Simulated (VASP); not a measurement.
# Al3InN4 (P6_3mc) in VASP: a series of runs

The runs below take Al3InN4 through relaxation of cell and atoms, with PBE.

Everything below comes from runs of VASP 6.6.1. Logs are shortened: lines on timing, memory, paths and dates and some standing lists are left out, and cuts for length are marked.

## Step 1: Starting point

The structure is hexagonal, space group P6_3mc (No. 186). Conventional cell: a = 6.468 Å, b = 6.468 Å, c = 5.233 Å, α = 90.00°, β = 90.00°, γ = 120.00°. Al (site symmetry m) has 4 N at 1.91 to 1.96 Å as nearest neighbours. In (site symmetry 3m) is surrounded by 4 N at 2.14 to 2.20 Å. Around N (site symmetry m) lie 3 Al at 1.91 Å and 1 In at 2.14 Å. N (site symmetry 3m) is surrounded by 3 Al at 1.96 Å and 1 In at 2.20 Å.

The cell was built by a generator and needn't be a form met in nature.

## Step 2: Relaxation of cell and atoms, PBE

INCAR reads:

```
  PREC = Accurate
  ENCUT = 520
  EDIFF = 1E-6
  ISMEAR = 0
  SIGMA = 0.03
  LREAL = F
  LASPH = T
  NELM = 120
  ALGO = Normal
  ISIF = 3
  LWAVE = F
  LCHARG = F
  GGA = PE
  IBRION = 2
  NSW = 90
  EDIFFG = -0.01
  KPAR = 4
```

KPOINTS reads:

```
Automatic mesh
0
Gamma
  6 6 6
```

POSCAR reads:

```
Al3InN4
1.0
    6.4682371600      0.0000000000      0.0000000000
   -3.2341185800      5.6016577000      0.0000000000
    0.0000000000      0.0000000000      5.2330000000
Al In N
6 2 8
Direct
    0.1622634800      0.3245269500      0.0005732800
    0.1622634800      0.8377365200      0.0005732800
    0.6754730500      0.8377365200      0.0005732800
    0.3245269500      0.1622634800      0.5005732800
    0.8377365200      0.1622634800      0.5005732800
    0.8377365200      0.6754730500      0.5005732800
    0.3333333300      0.6666666700      0.4989489800
    0.6666666700      0.3333333300      0.9989489800
    0.1532488400      0.3064976800      0.3649914000
    0.1532488400      0.8467511600      0.3649914000
    0.6935023200      0.8467511600      0.3649914000
    0.3333333300      0.6666666700      0.9191668300
    0.3064976800      0.1532488400      0.8649914000
    0.8467511600      0.1532488400      0.8649914000
    0.8467511600      0.6935023200      0.8649914000
    0.6666666700      0.3333333300      0.4191668300
```

Potentials or basis: VASP PAW PBE potentials, release 64 (Al, In_d, N).

Started as:

```bash
$ cat potpaw_PBE.64/Al/POTCAR potpaw_PBE.64/In_d/POTCAR potpaw_PBE.64/N/POTCAR > POTCAR
$ mpirun -np 4 vasp_std > vasp.out
```

OUTCAR:

```text
PREC = Accurate
   ENCUT = 520
   EDIFF = 1E-6
   ISMEAR = 0
   LREAL = F
   LASPH = T
   NELM = 120
   ISIF = 3
   GGA = PE
   IBRION = 2
   NSW = 90
   EDIFFG = -0.01

 ion  position               nearest neighbor table
   1  0.162  0.325  0.001-  13 1.91  14 1.91   9 1.91  12 1.96   2 3.15   3 3.15   4 3.19   4 3.19
                             5 3.19   5 3.19   8 3.23   8 3.23   7 3.24   7 3.25   2 3.32   3 3.32
   2  0.162  0.838  0.001-  15 1.91  13 1.91  10 1.91  12 1.96   3 3.15   1 3.15   6 3.19   6 3.19
                             4 3.19   4 3.19   8 3.23   8 3.23   7 3.24   7 3.25   3 3.32   1 3.32
   3  0.675  0.838  0.001-  15 1.91  14 1.91  11 1.91  12 1.96   2 3.15   1 3.15   6 3.19   6 3.19
                             5 3.19   5 3.19   8 3.23   8 3.23   7 3.24   7 3.25   2 3.32   1 3.32
   4  0.325  0.162  0.501-   9 1.91  10 1.91  13 1.91  16 1.96   5 3.15   6 3.15   1 3.19   1 3.19
                             2 3.19   2 3.19   7 3.23   7 3.23   8 3.24   8 3.25   5 3.32   6 3.32
   5  0.838  0.162  0.501-   9 1.91  11 1.91  14 1.91  16 1.96   4 3.15   6 3.15   1 3.19   1 3.19
                             3 3.19   3 3.19   7 3.23   7 3.23   8 3.24   8 3.25   4 3.32   6 3.32
   6  0.838  0.675  0.501-  11 1.91  10 1.91  15 1.91  16 1.96   4 3.15   5 3.15   3 3.19   3 3.19
                             2 3.19   2 3.19   7 3.23   7 3.23   8 3.24   8 3.25   5 3.32   4 3.32
   7  0.333  0.667  0.499-  10 2.14  11 2.14   9 2.14  12 2.20   6 3.23   6 3.23   5 3.23   4 3.23
                             4 3.23   5 3.23   2 3.24   3 3.24   1 3.24   2 3.25   3 3.25   1 3.25
   8  0.667  0.333  0.999-  14 2.14  13 2.14  15 2.14  16 2.20   1 3.23   1 3.23   2 3.23   3 3.23
                             3 3.23   2 3.23   5 3.24   4 3.24   6 3.24   5 3.25   4 3.25   6 3.25
   9  0.153  0.306  0.365-   4 1.91   5 1.91   1 1.91   7 2.14
  10  0.153  0.847  0.365-   6 1.91   4 1.91   2 1.91   7 2.14
  11  0.694  0.847  0.365-   6 1.91   5 1.91   3 1.91   7 2.14
  12  0.333  0.667  0.919-   2 1.96   3 1.96   1 1.96   7 2.20
  13  0.306  0.153  0.865-   1 1.91   2 1.91   4 1.91   8 2.14
  14  0.847  0.153  0.865-   1 1.91   3 1.91   5 1.91   8 2.14
  15  0.847  0.694  0.865-   3 1.91   2 1.91   6 1.91   8 2.14
  16  0.667  0.333  0.419-   5 1.96   4 1.96   6 1.96   8 2.20

  LATTYP: Found a hexagonal cell.
 ALAT       =     6.4682371600
 C/A-ratio  =     0.8090303232

  Lattice vectors:

 A1 = (   6.4682371600,   0.0000000000,   0.0000000000)
 A2 = (  -3.2341185800,   5.6016577000,   0.0000000000)
 A3 = (   0.0000000000,   0.0000000000,   5.2330000000)

Analysis of symmetry for initial positions (statically):
=====================================================================
 Subroutine PRICEL returns:
 Original cell was already a primitive cell.

 Routine SETGRP: Setting up the symmetry group for a
 hexagonal supercell.

 Subroutine GETGRP returns: Found 12 space group operations
 (whereof  6 operations were pure point group operations)
 out of a pool of 24 trial point group operations.

The static configuration has the point symmetry C_3v.
 The point group associated with its full space group is C_6v.

Analysis of symmetry for dynamics (positions and initial velocities):
=====================================================================
 Subroutine PRICEL returns:
 Original cell was already a primitive cell.

 Routine SETGRP: Setting up the symmetry group for a
 hexagonal supercell.

 Subroutine GETGRP returns: Found 12 space group operations
 (whereof  6 operations were pure point group operations)
 out of a pool of 24 trial point group operations.

The dynamic configuration has the point symmetry C_3v.
 The point group associated with its full space group is C_6v.

 Subroutine INISYM returns: Found 12 space group operations
 (whereof  6 operations are pure point group operations),
 and found     1 'primitive' translations

----------------------------------------------------------------------------------------

                                     Primitive cell

  volume of cell :     189.6065

  direct lattice vectors                    reciprocal lattice vectors
     6.468237160  0.000000000  0.000000000     0.154601629  0.089259292  0.000000000
    -3.234118580  5.601657700  0.000000000     0.000000000  0.178518584  0.000000000
     0.000000000  0.000000000  5.233000000     0.000000000  0.000000000  0.191094974

  length of vectors
[... 49 lines left out ...]
  Cartesian coordinates                     Fractional coordinates (reciprocal lattice)
     0.025766938  0.014876549  0.000000000     0.166666667  0.000000000  0.000000000
     0.000000000  0.029753097  0.000000000     0.000000000  0.166666667  0.000000000
     0.000000000  0.000000000  0.031849162     0.000000000  0.000000000  0.166666667

  Length of vectors
     0.029753097  0.029753097  0.031849162

  Shift w.r.t. Gamma in fractional coordinates (k-lattice)
     0.000000000  0.000000000  0.000000000

 Subroutine IBZKPT returns following result:
 ===========================================

 Found     28 irreducible k-points:

 Following reciprocal coordinates:
            Coordinates               Weight
  0.000000  0.000000  0.000000      1.000000
  0.166667 -0.000000  0.000000      6.000000
  0.333333 -0.000000  0.000000      6.000000
  0.500000  0.000000  0.000000      3.000000
  0.166667  0.166667  0.000000      6.000000
  0.333333  0.166667  0.000000     12.000000
[... 16 lines left out ...]
  0.166667 -0.000000  0.500000      6.000000
  0.333333 -0.000000  0.500000      6.000000
 [... further k-points ...]
   k-points           NKPTS =     28   k-points in BZ     NKDIM =     28   number of bands    NBANDS=     51
   number of dos      NEDOS =    301   number of ions     NIONS =     16
   total plane-waves  NPLWV =  92160
   dimension x,y,z NGX =    48 NGY =   48 NGZ =   40
   dimension x,y,z NGXF=    96 NGYF=   96 NGZF=   80
   ions per type =               6   2   8
   NGX,Y,Z   is equivalent  to a cutoff of  12.34, 12.34, 12.71 a.u.
   NGXF,Y,Z  is equivalent  to a cutoff of  24.67, 24.67, 25.42 a.u.
 SYSTEM =  unknown system
   PREC   = accura    normal or accurate (medium, high low for compatibility)
   ISTART =      0    job   : 0-new  1-cont  2-samecut
   ICHARG =      2    charge: 1-file 2-atom 10-const
   ISPIN  =      1    spin polarized calculation?
   LNONCOLLINEAR =      F non collinear calculations
   LSORBIT =      F    spin-orbit coupling
   LASPH  =      T    aspherical Exc in radial PAW
   ENCUT  =  520.0 eV  38.22 Ry    6.18 a.u.  12.03 12.03  9.73*2*pi/ulx,y,z
   NELM   =    120;   NELMIN=  2; NELMDL= -5     # of ELM steps
   EDIFF  = 0.1E-05   stopping-criterion for ELM
   LREAL  =      F    real-space projection
   EDIFFG = -.1E-01   stopping-criterion for IOM
   NSW    =     90    number of steps for IOM
   IBRION =      2    ionic relax: 0-MD 1-quasi-New 2-CG
   NFREE  =      1    steps in history (QN), initial steepest desc. (CG)
   ISIF   =      3    stress and relaxation
   ISYM   =      2    0-nonsym 1-usesym 2-fastsym
   POTIM  = 0.5000    time-step for ionic-motion
   TEBEG  =    0.0;   TEEND  =   0.0 temperature during run
   PSTRESS=    0.0 pullay stress
   NELECT =      84.0000    total number of electrons
   NUPDOWN=      -1.0000    fix difference up-down
   EMIN   =  10.00;   EMAX   =-10.00  energy-range for DOS
   EFERMI =   0.00;   METHOD = LEGACY
   ISMEAR =     0;   SIGMA  =   0.03  broadening in eV -4-tet -1-fermi 0-gaus
   EFERMI_NEDOS =   21; number of points for ismear=-14 and -15
   IALGO  =     38    algorithm
   IMIX   =      4    mixing-type and parameters
     AMIX     =   0.40;   BMIX     =  1.00
     AMIX_MAG =   1.60;   BMIX_MAG =  1.00
  volume/ion in A,a.u.               =      11.85        79.97
  Fermi-wavevector in a.u.,A,eV,Ry     =   1.248007  2.358390 21.191349  1.557520
  Thomas-Fermi vector in A             =   2.382113
   LORBIT       =      0    0 simple, 1 ext, 2 COOP (PROOUT), +10 PAW based schemes
   GGA     = PE    functional components
   LHFCALC =     F    Hartree Fock is set to
   AEXX    =    0.0000 exact exchange contribution
   IVDW    =     0    specifies the selected vdW correction
   LEPSILON=     F    determine dielectric tensor
   LRPA    =     F    only Hartree local field effects (RPA)
 conjugate gradient relaxation of ions
 non-spin polarized calculation
 Gauss-broadening in eV      SIGMA  =   0.03
  energy-cutoff  :      520.00
  volume of cell :      189.61
 maximum number of plane-waves:      5126
   NGX = 25   NGY = 25   NGZ = 19

--------------------------------------- Ionic step        1  -------------------------------------------

 number of electron      83.9999994 magnetization

 Free energy of the ion-electron system (eV)
  ---------------------------------------------------
  ext. energy  EPLUGINS =         0.00000000
  ---------------------------------------------------
  free energy    TOTEN  =      -110.10126784 eV

  energy without entropy =     -110.10126784  energy(sigma->0) =     -110.10126784

------------------------ aborting loop because EDIFF is reached ----------------------------------------

  FORCE on cell =-STRESS in cart. coord.  units (eV):
  Direction    XX          YY          ZZ          XY          YZ          ZX
  --------------------------------------------------------------------------------------
  -------------------------------------------------------------------------------------
  Total       -0.4840152     -0.4840152     -0.3544644      0.0000000      0.0000000      0.0000000
  in kB       -4.0899348     -4.0899348     -2.9952283      0.0000000      0.0000000      0.0000000
  external PRESSURE =      -3.7250326 kB  Pullay stress =       0.0000000 kB
[... 137 lines left out ...]
--------------------------------------- Ionic step        4  -------------------------------------------

 number of electron      83.9999992 magnetization

 Free energy of the ion-electron system (eV)
  ---------------------------------------------------
  ext. energy  EPLUGINS =         0.00000000
  ---------------------------------------------------
  free energy    TOTEN  =      -110.10236883 eV

  energy without entropy =     -110.10236883  energy(sigma->0) =     -110.10236883

 E-fermi :   6.2480     XC(G=0): -10.8330

 val. band max:        6.0512613217   @ k =   0.0000   0.0000   0.0000
 cond. band min:       8.5781592866   @ k =   0.0000   0.0000   0.0000
 fundamental gap:      2.5268979649
 Fermi energy:         6.2479849357

 k-point     1 :       0.0000    0.0000    0.0000
  band No.  band energies     occupation
      1      -8.7426      2.00000
      2      -7.8446      2.00000
      3      -7.8446      2.00000
      4      -7.7752      2.00000
      5      -7.4935      2.00000
      6      -7.4691      2.00000
[... 1285 lines left out ...]
     50      12.5052      0.00000
     51      13.8955      0.00000

 [... further k-points ...]

------------------------ aborting loop because EDIFF is reached ----------------------------------------

  FORCE on cell =-STRESS in cart. coord.  units (eV):
  Direction    XX          YY          ZZ          XY          YZ          ZX
  --------------------------------------------------------------------------------------
  -------------------------------------------------------------------------------------
  Total       -0.0123508     -0.0123508     -0.0100251      0.0000000     -0.0000000     -0.0000000
  in kB       -0.1045955     -0.1045955     -0.0849000      0.0000000     -0.0000000     -0.0000000
  external PRESSURE =      -0.0980303 kB  Pullay stress =       0.0000000 kB
[... 31 lines left out ...]
  FREE ENERGIE OF THE ION-ELECTRON SYSTEM (eV)
  ---------------------------------------------------
  free  energy   TOTEN  =      -110.1023688283 eV

  energy  without entropy=     -110.1023688283  energy(sigma->0) =     -110.10236883

 reached required accuracy - stopping structural energy minimisation
```

It took 3.8 min on 4 MPI ranks of Intel Xeon Platinum 8559C (Emerald Rapids), shared host; peak memory 0.43 GiB.

What came out:

```yaml
Free_energy: -110.1024 eV
Relaxed_volume: 11.82 Å³/atom
Relaxed_cell: a = 6.463 Å, b = 6.463 Å, c = 5.229 Å, α = 90.00°, β = 90.00°, γ = 120.00°
Space_group_after_relaxing_to_0.05_Å: P6_3mc (No. 186)
Energy_gained_by_relaxing: 0.1 meV/atom
Ionic_steps: 4
Pressure_after_relaxing: 0.0 GPa
Largest_force_after_relaxing: 0.007 eV/Å
Band_gap_on_the_k_mesh: 2.53 eV, direct
```

Forces in eV/Å, atoms in the order of the input:
```
Al   0.000 -0.005 -0.001
Al  -0.004  0.002 -0.001
Al   0.004  0.002 -0.001
Al  -0.004 -0.002 -0.001
Al   0.004 -0.002 -0.001
Al   0.000  0.005 -0.001
In   0.000  0.000 -0.001
In   0.000  0.000 -0.001
N    0.000  0.006 -0.001
N    0.005 -0.003 -0.001
N   -0.005 -0.003 -0.001
N    0.000  0.000  0.007
N    0.005  0.003 -0.001
N   -0.005  0.003 -0.001
N    0.000 -0.006 -0.001
N    0.000  0.000  0.007
```

Step by step:
| step | energy change (eV) | largest force (eV/Å) | pressure (GPa) | volume (Å³) |
| --- | --- | --- | --- | --- |
| 1 | 0.0000 | 0.0490 | -0.37 | 189.61 |
| 2 | -0.0007 | 0.0240 | 0.30 | 188.85 |
| 3 | -0.0010 | 0.0162 | 0.06 | 189.12 |
| 4 | -0.0011 | 0.0069 | -0.01 | 189.19 |

Final structure:
```cif
data_structure
_symmetry_space_group_name_H-M 'P 1'
_symmetry_Int_Tables_number 1
_cell_length_a 6.4635
_cell_length_b 6.4635
_cell_length_c 5.2291
_cell_angle_alpha 90.000
_cell_angle_beta 90.000
_cell_angle_gamma 120.000
_cell_volume 189.19
loop_
_atom_site_label
_atom_site_type_symbol
_atom_site_fract_x
_atom_site_fract_y
_atom_site_fract_z
_atom_site_occupancy
Al1 Al 0.16240 0.32480 0.00027 1
Al2 Al 0.16240 0.83760 0.00027 1
Al3 Al 0.67520 0.83760 0.00027 1
Al4 Al 0.32480 0.16240 0.50027 1
Al5 Al 0.83760 0.16240 0.50027 1
Al6 Al 0.83760 0.67520 0.50027 1
In1 In 0.33333 0.66667 0.49927 1
In2 In 0.66667 0.33333 0.99927 1
N1 N 0.15311 0.30623 0.36509 1
N2 N 0.15311 0.84689 0.36509 1
N3 N 0.69377 0.84689 0.36509 1
N4 N 0.33333 0.66667 0.91944 1
N5 N 0.30623 0.15311 0.86509 1
N6 N 0.84689 0.15311 0.86509 1
N7 N 0.84689 0.69377 0.86509 1
N8 N 0.66667 0.33333 0.41944 1
```

Levels at points of the mesh, in eV from the valence-band top:
```csv
k point,band 39,band 40,band 41,band 42,band 43,band 44,band 45,band 46
"(0.00, 0.00, 0.00)",-0.09,-0.07,0.00,0.00,2.53,4.56,5.42,5.42
"(0.50, 0.00, 0.00)",-0.52,-0.43,-0.18,-0.15,4.48,4.60,5.60,5.64
"(0.00, 0.00, 0.50)",-0.21,-0.21,-0.21,-0.21,4.23,4.23,4.86,4.86
"(0.50, 0.00, 0.50)",-0.52,-0.52,-0.39,-0.39,4.84,4.84,5.72,5.72
```

Caveat: spin-orbit coupling is left out, which moves the levels of the heavy elements.

## Step 3: Relaxation of cell and atoms, PBE

This run uses another cell than the first one, of 11.82 Å³/atom, 0.998 times its volume.

INCAR reads:

```
  PREC = Accurate
  ENCUT = 520
  EDIFF = 1E-7
  ISMEAR = 0
  SIGMA = 0.03
  LREAL = F
  LASPH = T
  NELM = 120
  ALGO = Normal
  ISIF = 3
  LWAVE = F
  LCHARG = F
  GGA = PE
  IBRION = 2
  NSW = 60
  EDIFFG = -0.005
  POTIM = 0.3
  KPAR = 4
```

KPOINTS is that of step 2.

POSCAR reads:

```
Al3InN4                                 
1.0
    6.4634843359      0.0000000000      0.0000000000
   -3.2317421679      5.5975416335     -0.0000000000
    0.0000000000      0.0000000000      5.2291318988
  Al              In              N             
     6     2     8
Direct
     0.1624018928103242    0.3248037756206476    0.0002733955890643
     0.1624018928103242    0.8375981071896759    0.0002733955890643
     0.6751962243793526    0.8375981071896759    0.0002733955890643
     0.3248037756206476    0.1624018928103242    0.5002733955890643
     0.8375981071896758    0.1624018928103242    0.5002733955890643
     0.8375981071896759    0.6751962243793526    0.5002733955890643
     0.3333333300000021    0.6666666699999979    0.4992714232274627
     0.6666666699999979    0.3333333300000021    0.9992714232274627
     0.1531147339750409    0.3062294679500747    0.3650920062355976
     0.1531147339750408    0.8468852660249591    0.3650920062355976
     0.6937705320499254    0.8468852660249591    0.3650920062355976
     0.3333333300000021    0.6666666699999979    0.9194422212985507
     0.3062294679500746    0.1531147339750409    0.8650920062355976
     0.8468852660249592    0.1531147339750409    0.8650920062355976
     0.8468852660249591    0.6937705320499253    0.8650920062355976
     0.6666666699999979    0.3333333300000021    0.4194422212985507
```

Potentials or basis: VASP PAW PBE potentials, release 64 (Al, In_d, N).

Started as:

```bash
$ cat potpaw_PBE.64/Al/POTCAR potpaw_PBE.64/In_d/POTCAR potpaw_PBE.64/N/POTCAR > POTCAR
$ mpirun -np 4 vasp_std > vasp.out
```

Wall time 2.3 min (4 MPI ranks of Intel Xeon Platinum 8559C (Emerald Rapids), shared host); peak memory 0.44 GiB.

Results (log left out):

```yaml
Free_energy: -110.1021 eV
Energy_gained_by_relaxing: 0.0 meV/atom
Ionic_steps: 2
Pressure_after_relaxing: 0.0 GPa
Largest_force_after_relaxing: 0.004 eV/Å
Band_gap_on_the_k_mesh: 2.53 eV, direct
```

Forces on the atoms (eV/Å):
```
Al   0.000 -0.001 -0.001
Al  -0.001  0.001 -0.001
Al   0.001  0.001 -0.001
Al  -0.001 -0.001 -0.001
Al   0.001 -0.001 -0.001
Al   0.000  0.001 -0.001
In   0.000  0.000  0.002
In   0.000  0.000  0.002
N    0.000  0.002 -0.001
N    0.002 -0.001 -0.001
N   -0.002 -0.001 -0.001
N    0.000  0.000  0.004
N    0.002  0.001 -0.001
N   -0.002  0.001 -0.001
N    0.000 -0.002 -0.001
N    0.000  0.000  0.004
```

Final structure:
```
Al In N
1.0
     6.46329    0.00000    0.00000
    -3.23164    5.59737    0.00000
     0.00000    0.00000    5.22902
Al In N
6 2 8
Direct
  0.16239 0.32478 0.00027
  0.16239 0.83761 0.00027
  0.67522 0.83761 0.00027
  0.32478 0.16239 0.50027
  0.83761 0.16239 0.50027
  0.83761 0.67522 0.50027
  0.33333 0.66667 0.49927
  0.66667 0.33333 0.99927
  0.15313 0.30626 0.36509
  0.15313 0.84687 0.36509
  0.69374 0.84687 0.36509
  0.33333 0.66667 0.91948
  0.30626 0.15313 0.86509
  0.84687 0.15313 0.86509
  0.84687 0.69374 0.86509
  0.66667 0.33333 0.41948
```

Levels at points of the mesh, in eV from the valence-band top:
| k point | band 38 | band 39 | band 40 | band 41 | band 42 | band 43 | band 44 | band 45 | band 46 | band 47 |
| --- | --- | --- | --- | --- | --- | --- | --- | --- | --- | --- |
| (0.00, 0.00, 0.00) | -0.09 | -0.09 | -0.07 | 0.00 | 0.00 | 2.53 | 4.56 | 5.43 | 5.43 | 5.45 |
| (0.50, 0.00, 0.00) | -1.12 | -0.52 | -0.43 | -0.18 | -0.15 | 4.48 | 4.60 | 5.60 | 5.64 | 6.11 |
| (0.00, 0.00, 0.50) | -0.78 | -0.21 | -0.21 | -0.21 | -0.21 | 4.23 | 4.23 | 4.86 | 4.86 | 4.86 |
| (0.50, 0.00, 0.50) | -1.15 | -0.52 | -0.52 | -0.38 | -0.38 | 4.84 | 4.84 | 5.72 | 5.72 | 6.00 |

Caveat: spin-orbit coupling is left out, which moves the levels of the heavy elements. As with any semilocal functional, this PBE gap is likely too small.
